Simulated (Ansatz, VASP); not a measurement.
# Cross-check of ScCd between VASP and Ansatz

One calculation is typed for both programs; each brings its own data sets. How far apart do they land? The cell is taken from a series of runs on this material, whose earlier steps may have relaxed, scaled, displaced or heated it; both programs get it as it stands.

Calculated with Ansatz 0.2.0; plane waves, with VASP 6.6.1 beside it; relaxation of cell and atoms at PBEsol and zone-centre phonons at PBEsol.

## 1. The starting structure

It takes space group Pm-3m (No. 221, cubic). Conventional cell: a = 3.485 Å, b = 3.485 Å, c = 3.485 Å, α = 90.00°, β = 90.00°, γ = 90.00°. Sc has 8 Cd at 3.02 Å nearest. Nearest to Cd lie 8 Sc at 3.02 Å. Farther neighbours are not listed.

As a file:

```xyz
2
Lattice="3.4854 0.0000 0.0000 0.0000 3.4854 0.0000 0.0000 0.0000 3.4854" Properties=species:S:1:pos:R:3 pbc="T T T"
Sc    1.7427    1.7427    1.7427
Cd    0.0000    0.0000    0.0000
```

## 2. VASP: relaxation of cell and atoms, PBEsol

The relaxed volume is the usual yardstick between codes: in a stiff, nearly cubic crystal its relative difference is about their pressure difference at one cell divided by the bulk modulus.

Lines of VASP's logs that name or quote its potential files are left out, and so is its time.

The input, INCAR:

```
SYSTEM = ScCd
PREC = Accurate
ENCUT = 500
EDIFF = 1E-07
NELM = 120
ISMEAR = 1
SIGMA = 0.2
LREAL = .FALSE.
ALGO = Normal
GGA = PS
NBANDS = 17
LASPH = .TRUE.
LORBIT = 11
LWAVE = .FALSE.
LCHARG = .FALSE.
ISIF = 3
IBRION = 2
NSW = 80
EDIFFG = -0.005
GGA_COMPAT = .FALSE.
NELMIN = 4
KPAR = 2
```

The input, POSCAR:

```
ScCd
1.0
    3.4853840000      0.0000000000      0.0000000000
    0.0000000000      3.4853840000      0.0000000000
    0.0000000000      0.0000000000      3.4853840000
Sc Cd
1 1
Direct
    0.5000000000      0.5000000000      0.5000000000
    0.0000000000      0.0000000000      0.0000000000
```

The input, KPOINTS:

```
Automatic mesh
0
Gamma
12 12 12
0 0 0
```

The projector-augmented-wave data sets are Sc_sv and Cd (PBE family, release 64).

Started as:

```sh
> mpirun -np 2 vasp_std
```

Numbers of over 12 decimals in the logs are rounded to 6 here.

The program printed:

```text
[banner, memory and clock lines left out]
running    2 mpi-ranks, on    1 nodes
 distrk:  each k-point on    1 cores,    2 groups
 distr:  one band on    1 cores,    1 groups

 POSCAR found type information on POSCAR ScCd
 POSCAR found :  2 types and       2 ions
|                                                                             |
|               ----> ADVICE to this user running VASP <----                  |
|                                                                             |
|     You enforced a specific xc type in the INCAR file but a different       |
|     [... a line on the potential file left out ...]
|     I HOPE YOU KNOW WHAT YOU ARE DOING!                                     |
|                                                                             |

 LDA part: xc-table for (Slater+PW92), standard interpolation
 POSCAR, INCAR and KPOINTS ok, starting setup
 FFT: planning ... GRIDC
 FFT: planning ... GRID_SOFT
 FFT: planning ... GRID
 WAVECAR not read
 entering main loop
       N       E                     dE             d eps       ncg     rms          rms(c)
DAV:   1     0.243989021798E+03    0.24399E+03   -0.11946E+04  2928   0.137E+03
DAV:   2     0.139355988168E+01   -0.24260E+03   -0.23844E+03  3016   0.430E+02
DAV:   3    -0.949346179179E+01   -0.10887E+02   -0.10702E+02  3930   0.111E+02
DAV:   4    -0.962668283803E+01   -0.13322E+00   -0.13302E+00  3612   0.122E+01
DAV:   5    -0.962912970338E+01   -0.24469E-02   -0.24467E-02  4186   0.150E+00    0.679E+00
DAV:   6    -0.856088335309E+01    0.10682E+01   -0.28292E+00  3791   0.183E+01    0.246E+00
DAV:   7    -0.847811258676E+01    0.82771E-01   -0.35359E-01  3877   0.566E+00    0.145E+00
DAV:   8    -0.847118058041E+01    0.69320E-02   -0.36548E-02  3747   0.233E+00    0.304E-01
DAV:   9    -0.846967645222E+01    0.15041E-02   -0.21782E-02  3831   0.140E+00    0.145E-01
DAV:  10    -0.846924764161E+01    0.42881E-03   -0.35132E-03  3806   0.585E-01    0.458E-02
DAV:  11    -0.846924181191E+01    0.58297E-05   -0.11585E-04  3792   0.133E-01    0.101E-02
DAV:  12    -0.846924146731E+01    0.34461E-06   -0.24704E-06  3155   0.185E-02    0.401E-03
DAV:  13    -0.846924127144E+01    0.19587E-06   -0.60825E-07  3647   0.845E-03    0.950E-04
DAV:  14    -0.846924131090E+01   -0.39458E-07   -0.15146E-07  2874   0.350E-03
   1 F= -.84692413E+01 E0= -.84688798E+01  d E =-.846924E+01
 curvature:   0.00 expect dE= 0.000E+00 dE for cont linesearch  0.000E+00
 trial: gam= 0.00000 g(F)=  0.000E+00 g(S)=  0.106E-03 ort = 0.000E+00 (trialstep = 0.100E+01)
 search vector abs. value=  0.106E-03
 bond charge predicted
       N       E                     dE             d eps       ncg     rms          rms(c)
DAV:   1    -0.847136270242E+01   -0.21214E-02   -0.48099E-02  3091   0.285E+00    0.336E-01
DAV:   2    -0.846941354557E+01    0.19492E-02   -0.60441E-03  3557   0.101E+00    0.931E-02
DAV:   3    -0.846929190631E+01    0.12164E-03   -0.40871E-04  3814   0.212E-01    0.692E-02
DAV:   4    -0.846927064030E+01    0.21266E-04   -0.30550E-05  3108   0.645E-02    0.675E-03
DAV:   5    -0.846926966164E+01    0.97867E-06   -0.23273E-06  3317   0.157E-02    0.275E-03
DAV:   6    -0.846926951140E+01    0.15024E-06   -0.17051E-07  1965   0.500E-03    0.144E-03
DAV:   7    -0.846926945042E+01    0.60982E-07   -0.37318E-08  1472   0.314E-03
   2 F= -.84692695E+01 E0= -.84689144E+01  d E =-.281395E-04
 trial-energy change:   -0.000028  1 .order   -0.000029   -0.000106    0.000048
 step:   0.6801(harm=  0.6891)  dis= 0.00000  next Energy=    -8.469277 (dE=-0.359E-04)
 bond charge predicted
       N       E                     dE             d eps       ncg     rms          rms(c)
DAV:   1    -0.846949113543E+01   -0.22162E-03   -0.49167E-03  3069   0.909E-01    0.107E-01
DAV:   2    -0.846928929347E+01    0.20184E-03   -0.61697E-04  3561   0.324E-01    0.297E-02
DAV:   3    -0.846927756906E+01    0.11724E-04   -0.42355E-05  3824   0.684E-02    0.218E-02
DAV:   4    -0.846927722083E+01    0.34823E-06   -0.32958E-06  3089   0.210E-02    0.213E-03
DAV:   5    -0.846927727324E+01   -0.52402E-07   -0.26154E-07  2332   0.558E-03
   3 F= -.84692773E+01 E0= -.84689203E+01  d E =-.359623E-04
 curvature:  -0.34 expect dE=-0.314E-08 dE for cont linesearch -0.314E-08
 trial: gam= 0.00000 g(F)=  0.122E-65 g(S)=  0.912E-08 ort =-0.985E-06 (trialstep = 0.936E+00)
 search vector abs. value=  0.922E-08
 reached required accuracy - stopping structural energy minimisation
```

Parts of OUTCAR (step 2):

```text
ion  position               nearest neighbor table
   1  0.500  0.500  0.500-   2 3.02   2 3.02   2 3.02   2 3.02   2 3.02   2 3.02   2 3.02   2 3.02

  LATTYP: Found a simple cubic cell.
 ALAT       =     3.4853840000

 Subroutine GETGRP returns: Found 48 space group operations
 (whereof 48 operations were pure point group operations)

The static configuration has the point symmetry O_h .

 Found     84 irreducible k-points:

   k-points           NKPTS =     84   k-points in BZ     NKDIM =     84   number of bands    NBANDS=     17

   dimension x,y,z NGX =    28 NGY =   28 NGZ =   28
   dimension x,y,z NGXF=    56 NGYF=   56 NGZF=   56

   ENCUT  =  500.0 eV  36.75 Ry    6.06 a.u.   6.35  6.35  6.35*2*pi/ulx,y,z

   NELECT =      23.0000    total number of electrons

 k-points in reciprocal lattice and weights: Automatic mesh
   0.00000000  0.00000000  0.00000000       0.001
   0.08333333  0.00000000  0.00000000       0.003
   0.16666667  0.00000000  0.00000000       0.003
   0.25000000  0.00000000  0.00000000       0.003
   0.33333333  0.00000000  0.00000000       0.003
   0.41666667  0.00000000  0.00000000       0.003
   0.50000000  0.00000000  0.00000000       0.002
   0.08333333  0.08333333  0.00000000       0.007
   0.16666667  0.08333333  0.00000000       0.014
[...]
0.50000000  0.50000000  0.41666667       0.003
   0.50000000  0.50000000  0.50000000       0.001

 average (electrostatic) potential at core
       1 -47.5306       2 -37.9893

 E-fermi :   3.7172

 k-point     1 :       0.0000    0.0000    0.0000
  band No.  band energies     occupation
    ...
      6      -5.1543      2.00000
      7      -4.6832      2.00000
      8      -4.6832      2.00000
      9      -4.6832      2.00000
     10      -3.7681      2.00000
     11       3.8774      0.01952
     12       3.8774      0.01952
     13       6.2303     -0.00000
     14       6.2303     -0.00000
     15       6.2303     -0.00000
    ...

 k-point     2 :       0.0833    0.0000    0.0000
  band No.  band energies     occupation
    ...
      6      -5.1272      2.00000
      7      -4.6919      2.00000
      8      -4.6919      2.00000
      9      -4.6804      2.00000
     10      -3.6682      2.00000
     11       3.8391      0.15173
     12       3.8776      0.01892
     13       6.0493     -0.00000
     14       6.0493     -0.00000
     15       6.2248     -0.00000
    ...

 k-point     3 :       0.1667    0.0000    0.0000
  band No.  band energies     occupation
    ...
      7      -4.7156      2.00000
      8      -4.7156      2.00000
      9      -4.6728      2.00000
     10      -3.3670      2.00000
     11       3.6318      1.65458
     12       3.8782      0.01732
     13       5.6665     -0.00000
     14       5.6665     -0.00000
     15       6.2098     -0.00000
     16       7.4705     -0.00000
    ...

  Total       -0.0003550     -0.0003550     -0.0003550     -0.0000000     -0.0000000      0.0000000
  in kB       -0.0134064     -0.0134064     -0.0134064     -0.0000000     -0.0000000      0.0000000
  external PRESSURE =      -0.0134064 kB  Pullay stress =       0.0000000 kB

  energy-cutoff  :      500.00
  volume of cell :       42.42
      direct lattice vectors                 reciprocal lattice vectors
     3.487576743 -0.000000000 -0.000000000     0.286732042  0.000000000 -0.000000000
    -0.000000000  3.487576743 -0.000000000     0.000000000  0.286732042 -0.000000000
     0.000000000  0.000000000  3.487576743     0.000000000  0.000000000  0.286732042

 POSITION                                       TOTAL-FORCE (eV/Angst)
 -----------------------------------------------------------------------------------
      1.74379      1.74379      1.74379        -0.000000      0.000000      0.000000
      0.00000      0.00000      0.00000         0.000000     -0.000000      0.000000
 -----------------------------------------------------------------------------------
    total drift:                               -0.000000      0.000000      0.000000

  FREE ENERGIE OF THE ION-ELECTRON SYSTEM (eV)
  ---------------------------------------------------
  free  energy   TOTEN  =        -8.4692772732 eV

  energy  without entropy=       -8.4682062838  energy(sigma->0) =       -8.46892028

 reached required accuracy - stopping structural energy minimisation

 total charge
# of ion       s       p       d       tot
------------------------------------------
    1        2.212   6.131   0.989   9.332
    2        0.588   0.428   9.418  10.434
--------------------------------------------------
tot          2.800   6.558  10.407  19.765

[... 3 further parts left out ...]
```

CONTCAR:

```
ScCd
   1.00000000000000
     3.4875767430128128   -0.0000000000000000   -0.0000000000000000
    -0.0000000000000000    3.4875767430128128   -0.0000000000000000
     0.0000000000000000    0.0000000000000000    3.4875767430128128
  Sc              Cd
     1     1
Direct
     0.5000000000000000    0.5000000000000000    0.5000000000000000
     0.0000000000000000    0.0000000000000000    0.0000000000000000
```

## 3. Ansatz: relaxation of cell and atoms, PBEsol

Ansatz runs on its PAW soft_1 files.

The same cell, functional, mesh and smearing now go to Ansatz, which takes its cutoff from its data sets.

The input, input.yaml:

```yaml
crystal:
  lattice:
    - [3.485384078, 0.0, 0.0]
    - [0.0, 3.485384078, 0.0]
    - [0.0, 0.0, 3.485384078]
  atoms:
    - { symbol: Sc, position: [0.5, 0.5, 0.5] }
    - { symbol: Cd, position: [0.0, 0.0, 0.0] }
kpoints:
  mp_grid: { grid: [12, 12, 12] }
hamiltonian:
  xc: pbesol
  pseudopotentials: { kind: paw, azcp: { folder: soft_1 }, xc_functional: pbe }
scf:
  occupations: { method: methfessel_paxton, width: 0.2 }
output:
  forces: true
  stress: true
  eigenvalues: true
relax:
  adjacent_minimum: "off"
  f_tol: 0.001
  max_steps: 60
  cell: { stress_tol: 0.01 }
```

Started as:

```sh
> ansatz run input.yaml --threads 4 --pin off --max-ram 10240MiB --backend cpu --events-out ev --progress --plain --runs-dir out
```

The program printed:

```text
Engine: ansatz 0.2.0, aarch64-unknown-linux-gnu
Pseudopotentials: kind: paw
Pseudopotential: Sc, paw, valence charge 11, recommended cutoff 420 eV (normal), soft_1/Sc.paw.azcp
Pseudopotential: Cd, paw, valence charge 20, recommended cutoff 420 eV (normal), soft_1/Cd.paw.azcp
Functional definition: PBEsol
  exchange = pbesol_x
  correlation = pbesol_c
Crystal: 2 atoms, lattice volume = 42.340 Å³
Basis set: ecut = 420 eV, 799 PW (Γ), exchange–correlation on 48×48×48 points (8 copies of the dense FFT grid, shifted against one another)
Bands: 20, of which v1, the nominal top of the filled ones, is band 16 counted from 1 (15 counted from 0)
Symmetry: 48 space group operations
Space group: Pm-3m (ITA 221), of the structure as read, at distance tolerance 3.5e-5 Å
k-points: 84 of 1728
Non-local potential: Sc, projectors of the file, l = 0: 3, l = 1: 2, l = 2: 3, l = 3: 1
Non-local potential: Cd, projectors of the file, l = 0: 3, l = 1: 2, l = 2: 2, l = 3: 1
PAW form: soft (Blöchl's): semilocal exchange-correlation on the pseudo side does not see the compensation charge
PAW frozen core: Sc, regenerated for the run's functional, and the local potential with it (the file was generated under x = pbe(κ = 0.804, μ = 0.219515), c = pbe(β = 0.066725))
PAW frozen core: Cd, regenerated for the run's functional, and the local potential with it (the file was generated under x = pbe(κ = 0.804, μ = 0.219515), c = pbe(β = 0.066725))
PAW one-centre angular grid: Sc, 590 points (default); XC on 64 Gauss nodes
PAW one-centre angular grid: Cd, 590 points (default); XC on 64 Gauss nodes
Initial density: superposition of atomic densities (chi_scale 0.1, normalization cell, long waves kept (reshape's long-wave potential 0.00 eV rms))
Initial wavefunctions: pseudopotential atomic-orbital guess
Functional: x = pbesol(κ = 0.804, μ = 0.123457), c = pbesol(β = 0.046)
SCF iter   1: F=—  HF=-10296.930199 eV  |F-HF|=—  |Δ(HF+E_count)|=         —  Δρ=6.80e-2  dr2=2.70e0  ethr=3.10e-3  ⟨swp⟩=4.0  Hψ=6016  notcnv=0
preconditioner: auto → Kerker (q_TF=auto, 2.590 Å⁻¹)  [metal: Δε(μ)=0.007 eV  Ē_g=6.882 eV  σ=0.200 eV  W_gap=0.03  n_scr=18 (ndim 8)  ℏωp=22.1 eV  f_vac=0.000  D(μ)=3.88/eV (n_scr^D=56)]
SCF iter   2: F=—  HF=-10296.272272 eV  |F-HF|=—  |Δ(HF+E_count)|=   6.58e-1  S|Δr|=    0.00e0  Δρ=2.16e-2  dr2=2.86e-1  ethr=3.10e-3  ⟨swp⟩=2.0  Hψ=3371  notcnv=0
SCF iter   3: F=—  HF=-10296.180904 eV  |F-HF|=—  |Δ(HF+E_count)|=   9.14e-2  S|Δr|=    0.00e0  Δρ=1.06e-2  dr2=6.52e-2  ethr=9.24e-4  ⟨swp⟩=1.6  Hψ=2386  notcnv=0
SCF iter   4: F=—  HF=-10296.161350 eV  |F-HF|=—  |Δ(HF+E_count)|=   1.96e-2  S|Δr|=    0.00e0  Δρ=2.77e-3  dr2=1.81e-3  ethr=2.10e-4  ⟨swp⟩=2.0  Hψ=2287  notcnv=0
SCF iter   5: F=—  HF=-10296.161426 eV  |F-HF|=—  |Δ(HF+E_count)|=   7.60e-5  S|Δr|=    0.00e0  Δρ=3.97e-4  dr2=4.80e-5  ethr=5.85e-6  ⟨swp⟩=2.2  Hψ=3228  notcnv=0
SCF iter   6: F=—  HF=-10296.161424 eV  |F-HF|=—  |Δ(HF+E_count)|=   1.81e-6  S|Δr|=    0.00e0  Δρ=1.26e-4  dr2=5.02e-6  ethr=1.55e-7  ⟨swp⟩=2.1  Hψ=2780  notcnv=0
SCF iter   7: F=—  HF=-10296.161426 eV  |F-HF|=—  |Δ(HF+E_count)|=   1.36e-6  S|Δr|=    0.00e0  Δρ=2.15e-5  dr2=2.19e-7  ethr=1.62e-8  ⟨swp⟩=1.7  Hψ=1813  notcnv=0
SCF iter   8: F=-10296.161426 eV  HF=-10296.161426 eV  |F-HF|=8.19e-10  |Δ(HF+E_count)|=   2.72e-9  S|Δr|=    0.00e0  Δρ=5.87e-6  dr2=1.34e-8  ethr=3.23e-10  ⟨swp⟩=4.2  Hψ=5019  notcnv=0
SCF 1 converged in 8 iterations: F = -10296.161426 eV  dr2 = 1.34e-8
  greatest PAW one-centre occupation: 1.000 electrons in one spin orbital (limit 2), on the Cd atom at site 1 (counted from 0), in its partial waves of l = 0
relax step   1: F+E_penalty+E_count = -10296.16142578 eV  Δ(F+E_penalty+E_count) = +0.000e0 eV  max|allowed force component| = 9.782e-29 eV/Å  Δτ_max = 0.0000 Å  P = -0.006 GPa  Ω = 42.340 Å³  (8 SCF iters, dr2 threshold 1.00e-7 eV, accepted)
Initial density: handed on by an earlier stage of this run
Initial wavefunctions: pseudopotential atomic-orbital guess (no wavefunctions were taken with the density)
iter 1 solved again at ethr=1.22e-8 eV; its pass at ethr=3.10e-3 eV (dr2=3.77e-6 eV) is discarded
SCF iter   1: F=—  HF=-10296.161434 eV  |F-HF|=—  |Δ(HF+E_count)|=         —  Δρ=5.61e-6  dr2=1.26e-8  ethr=1.22e-8  ⟨swp⟩=3.0  Hψ=10627  notcnv=0
preconditioner: auto → Kerker (q_TF=auto, 2.590 Å⁻¹)  [metal: Δε(μ)=0.007 eV  Ē_g=8.440 eV  σ=0.200 eV  W_gap=0.03  n_scr=18 (ndim 8)  ℏωp=22.1 eV  f_vac=0.000  D(μ)=2.30/eV (n_scr^D=26)]
SCF iter   2: F=—  HF=-10296.161426 eV  |F-HF|=—  |Δ(HF+E_count)|=   7.98e-6  S|Δr|=    0.00e0  Δρ=3.86e-6  dr2=5.54e-9  ethr=4.06e-11  ⟨swp⟩=2.0  Hψ=2986  notcnv=0
SCF iter   3: F=—  HF=-10296.161426 eV  |F-HF|=—  |Δ(HF+E_count)|=  7.89e-10  S|Δr|=    0.00e0  Δρ=8.65e-7  dr2=2.63e-10  ethr=1.79e-11  ⟨swp⟩=1.5  Hψ=1728  notcnv=0
SCF iter   4: F=—  HF=-10296.161426 eV  |F-HF|=—  |Δ(HF+E_count)|=  2.91e-11  S|Δr|=    0.00e0  Δρ=3.74e-7  dr2=4.32e-11  ethr=8.49e-13 (applied; sched 1.00e-12)  ⟨swp⟩=2.3  Hψ=2748  notcnv=0
SCF iter   5: F=—  HF=-10296.161426 eV  |F-HF|=—  |Δ(HF+E_count)|=  1.82e-12  S|Δr|=    0.00e0  Δρ=1.12e-7  dr2=4.60e-12  ethr=1.39e-13 (applied; sched 1.00e-12)  ⟨swp⟩=2.0  Hψ=2306  notcnv=0
SCF iter   6: F=-10296.161426 eV  HF=-10296.161426 eV  |F-HF|=5.46e-12  |Δ(HF+E_count)|=  1.82e-12  S|Δr|=    0.00e0  Δρ=4.15e-8  dr2=4.62e-13  ethr=1.00e-12  ⟨swp⟩=4.0  Hψ=5627  notcnv=0
SCF 2 converged in 6 iterations: F = -10296.161426 eV  dr2 = 4.62e-13
relax step   2: F+E_penalty+E_count = -10296.16142578 eV  Δ(F+E_penalty+E_count) = -2.061e-9 eV  max|allowed force component| = 5.890e-29 eV/Å  Δτ_max = 0.0000 Å  P = -0.006 GPa  Ω = 42.340 Å³  stress off target by 5.81e-3 GPa  SCF on the basis re-selected at this cell (its energy is not comparable with the rows above)  (6 SCF iters)
basis re-selected at this cell: Δ(F+E_penalty+E_count) = -2.061e-9 eV, ΔP = +0.000 GPa vs the last step (what re-selecting the basis moved, of the pressure what is left beyond the Pulay correction that the steps carried, after the strain that the cell walked since its last selection, with what the two solves' SCF thresholds leave and, on support functions, any second-order correction that the steps lacked; it is no m [...]
SCF converged after 6 iterations
Stability not checked: this state was not tested for a lower state beside it, because cold or Methfessel-Paxton smearing, or corrected tetrahedra, fill the levels in a way that the test cannot read (fill_not_monotonic; see scf.lower_state_search)
Free energy (F): -10296.161426 eV
Harris-Foulkes:  -10296.161426 eV  (|F-HF|=5.46e-12)
Internal energy: -10296.160188 eV  (E = F + TS)
E sigma→0 (E₀):  -10296.161116 eV
Entropy (-TS):   -0.001237 eV (-0.619 meV/atom)
Fermi energy:    12.873520 eV
--- Per-component energies (eV) ---
  E_band       = -555.302190
  E_kinetic    = 647.605016
  E_local      = -3939.862203  (includes V_loc(G=0)·N_el)
  E_nonlocal   = 263.425276
  E_hartree    = 1749.759309
  E_xc         = -242.073467
  E_vxc        = -302.759625  (∫ρ·V_xc dr)
  E_paw        = -4992.981551  (= ΣΔE_a)
  E_vpaw       = -723.229634  (= ΣTr[D̂ρ^β])
  E_aug_tail   = 0.000349  (compensation charges beyond the density's cutoff)
  E_ewald      = -3782.503903
  E_core_change = 0.470986  (= ΣΔE_core)
  E_smearing   = -0.001237  (= −TS)
  E_closure    = -0.000000  (closes the sum)
  Σ components = -10296.161426   (vs F -10296.161426, Δ=0.00e0)
--- Forces (eV/Å), atoms counted from 1 ---
  atom   1  Sc    -0.00000000     0.00000000    -0.00000000
  atom   2  Cd     0.00000000    -0.00000000    -0.00000000
  max |Σ_I F_I| component: 6.73e-29 eV/Å
--- Stress (GPa, compression-positive) ---
       -0.005809       0.000000       0.000000
       -0.000000      -0.005809       0.000000
        0.000000       0.000000      -0.005809
  P = ⅓ Tr σ = -0.0058 GPa (-0.058 kbar)
--- Band table (eV; the first three rows and the last of 84) ---
  k-point 0: bands = [... 12 lower, 4.4823, 5.3858, 13.0381, 13.0381, 15.3965, 15.3965, 15.3965, 17.9343]
  k-point 1: bands = [... 12 lower, 4.4850, 5.4856, 12.9997, 13.0371, 15.2117, 15.2117, 15.3900, 17.4677]
  k-point 2: bands = [... 12 lower, 4.4926, 5.7866, 12.7918, 13.0344, 14.8235, 14.8235, 15.3723, 16.6163]
  k-point 83: bands = [... 12 lower, 4.7946, 11.2938, 11.2938, 11.2938, 14.2316, 16.0365, 16.0365, 17.5685]
--- Relaxed structure (1 steps of the walk, 1 accepted, 1 SCFs on fresh bases) ---
  F+E_penalty+E_count = -10296.16142578 eV   max|allowed force component| = 5.890e-29 eV/Å   (the final SCF, on the basis selected at the relaxed cell)
  cell:  # Å, volume = 42.3401 Å³
    - [3.485384078, 0.0, 0.0]
    - [0.0, 3.485384078, 0.0]
    - [0.0, 0.0, 3.485384078]
  atoms:
    - { symbol: Sc, position: [0.500000, 0.500000, 0.500000] }
    - { symbol: Cd, position: [0.0, 0.0, 0.0] }
```

Reading the cycles: dr2 is the Hartree energy of the density residual (eV), the measure of convergence; HF is the Harris–Foulkes estimate of the energy, which meets the free energy F at convergence.

## 4. Differences

Known differences besides the potentials themselves: the data sets hold 31 valence electrons in Ansatz (on its PAW soft_1 files) and 23 in VASP; the cutoff is 420 eV in Ansatz and 500 eV in VASP; Ansatz makes its cores anew for this functional, VASP keeps those of its PBE data sets; Ansatz adds a Pulay correction to the stress that steers its cell, VASP none. Total energies have different zeros and are not compared.

The two programs side by side:

```csv
quantity,Ansatz,VASP,difference
volume (Å³),42.34,42.42,-0.19 %
"edge a after relaxation, in the typed setting (Å)",3.485,3.488,-0.06 %
```

[end of part 1 of 2]

[Lines on the potential files, build, host, timing and source positions are cut from VASP's logs without a mark.]

[Logs are printed without paths, hosts, clocks, repeated set-up lines and the standing remarks that a program may print on its own settings, such as how far it seeks lower states.]

[Hosts, paths, dates, database ids (printed as entryN), source tags and the programs' standing remarks are cut or masked in the printed files.]
